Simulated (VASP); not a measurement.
Output of a VASP run:

**OSZICAR**
```
       N       E                     dE             d eps       ncg     rms          rms(c)
DAV:   1     0.183584253470E+03    0.18358E+03   -0.17404E+04   616   0.149E+03
DAV:   2    -0.671903546387E+02   -0.25077E+03   -0.24591E+03   700   0.351E+02
DAV:   3    -0.814694022042E+02   -0.14279E+02   -0.14215E+02   724   0.849E+01
DAV:   4    -0.815962621995E+02   -0.12686E+00   -0.12681E+00   688   0.793E+00
DAV:   5    -0.815973270185E+02   -0.10648E-02   -0.10648E-02   748   0.664E-01    0.723E+00
DAV:   6    -0.753648514198E+02    0.62325E+01   -0.68168E+00   700   0.334E+01    0.906E+00
DAV:   7    -0.735317756204E+02    0.18331E+01   -0.55279E-01   640   0.787E+00    0.675E+00
DAV:   8    -0.736120796576E+02   -0.80304E-01   -0.55248E-01   616   0.748E+00    0.663E-01
DAV:   9    -0.710696561940E+02    0.25424E+01   -0.11931E+00   616   0.765E+00    0.853E-01
DAV:  10    -0.711648888615E+02   -0.95233E-01   -0.61650E-02   628   0.201E+00    0.859E-01
DAV:  11    -0.711326710208E+02    0.32218E-01   -0.87181E-03   754   0.839E-01    0.100E+00
DAV:  12    -0.713149864883E+02   -0.18232E+00   -0.69793E-02   634   0.149E+00    0.394E-01
DAV:  13    -0.717268956920E+02   -0.41191E+00   -0.28652E-01   670   0.340E+00    0.424E-01
DAV:  14    -0.717482418234E+02   -0.21346E-01   -0.70765E-02   646   0.217E+00    0.384E-01
DAV:  15    -0.717554095590E+02   -0.71677E-02   -0.13621E-02   640   0.814E-01    0.117E-01
DAV:  16    -0.717588621558E+02   -0.34526E-02   -0.56254E-03   640   0.429E-01    0.123E-01
DAV:  17    -0.717622550955E+02   -0.33929E-02   -0.48879E-04   664   0.215E-01    0.107E-01
DAV:  18    -0.717572675686E+02    0.49875E-02   -0.70166E-04   628   0.212E-01    0.115E-01
DAV:  19    -0.717674309427E+02   -0.10163E-01   -0.42454E-03   616   0.512E-01    0.770E-02
DAV:  20    -0.717680419145E+02   -0.61097E-03   -0.44630E-04   634   0.193E-01    0.254E-02
DAV:  21    -0.717680964000E+02   -0.54485E-04   -0.32741E-05   706   0.496E-02    0.237E-02
DAV:  22    -0.717680489360E+02    0.47464E-04   -0.39741E-05   622   0.449E-02    0.261E-02
DAV:  23    -0.717680916723E+02   -0.42736E-04   -0.46680E-05   616   0.536E-02    0.369E-02
DAV:  24    -0.717681040384E+02   -0.12366E-04   -0.23626E-05   640   0.499E-02    0.145E-02
DAV:  25    -0.717681026017E+02    0.14367E-05   -0.49145E-06   628   0.222E-02    0.836E-03
DAV:  26    -0.717681061696E+02   -0.35679E-05   -0.21756E-06   658   0.104E-02    0.355E-03
DAV:  27    -0.717681069342E+02   -0.76452E-06   -0.94893E-07   700   0.618E-03    0.132E-03
DAV:  28    -0.717681071588E+02   -0.22468E-06   -0.76539E-08   416   0.257E-03    0.111E-03
DAV:  29    -0.717681070630E+02    0.95790E-07   -0.78791E-08   368   0.171E-03
   1 F= -.71768107E+02 E0= -.71768107E+02  d E =-.717681E+02
```

**OUTCAR**
```
------------------------ aborting loop because EDIFF is reached ----------------------------------------
  FORCE on cell =-STRESS in cart. coord.  units (eV):
  Direction    XX          YY          ZZ          XY          YZ          ZX
  --------------------------------------------------------------------------------------
  Total       -2.0387825     -2.0387822     -1.9945736      0.0000000      0.0000000      0.0000000
  in kB      -26.5537974    -26.5537939    -25.9780060      0.0000000      0.0000000      0.0000000
  external PRESSURE =     -26.3618657 kB  Pullay stress =       0.0000000 kB
  volume of cell :      123.01
      direct lattice vectors                 reciprocal lattice vectors
     2.217241999 -3.840375546  0.000000000     0.225505380 -0.130195600  0.000000000
     2.217241999  3.840375546  0.000000000     0.225505380  0.130195600  0.000000000
     0.000000000  0.000000000  7.223340009     0.000000000  0.000000000  0.138440112
  FREE ENERGIE OF THE ION-ELECTRON SYSTEM (eV)
  ---------------------------------------------------
  free  energy   TOTEN  =       -71.7681070630 eV

  energy  without entropy=      -71.7681070630  energy(sigma->0) =      -71.76810706

 reached required accuracy - stopping structural energy minimisation
```
(Selected blocks of OUTCAR.)

File POSCAR:
```
CdSe
1
    2.2172419993    -3.8403755462     0.0000000000
    2.2172419993     3.8403755462     0.0000000000
    0.0000000000     0.0000000000     7.2233400090
Cd Se
2 2
Direct
  0.6666670000   0.3333330000   0.5000227911
  0.3333330000   0.6666670000   0.0000227911
  0.6666670000   0.3333330000   0.8759772089
  0.3333330000   0.6666670000   0.3759772089
```

**Question.** Reconstruct the remaining input files.

**Answer.** This is not unique; one that fits is the input of the run itself, r2SCAN meta-GGA, plane waves, VASP's PBE PAW potentials (set 64).

File KPOINTS:
```
K-points
0
G
 6 6 3
0 0 0
```

INCAR:
```
ALGO=Normal
EDIFF=1E-7
EDIFFG=-0.01
ENCUT=520
IBRION=2
ISIF=4
ISMEAR=0
LASPH=.TRUE.
LCHARG=.FALSE.
LMAXMIX=4
LMIXTAU=.TRUE.
LREAL=.FALSE.
LWAVE=.FALSE.
METAGGA=R2SCAN
NELM=100
NSW=30
PREC=Accurate
SIGMA=0.05
SYSTEM=CdSe
```

POTCAR, in this order: Cd Se (PBE.64 set). Program: vasp_std.

The compound is CdSe in the wurtzite structure. This cell is one point of a volume scan, at 1.06 of the reference volume.
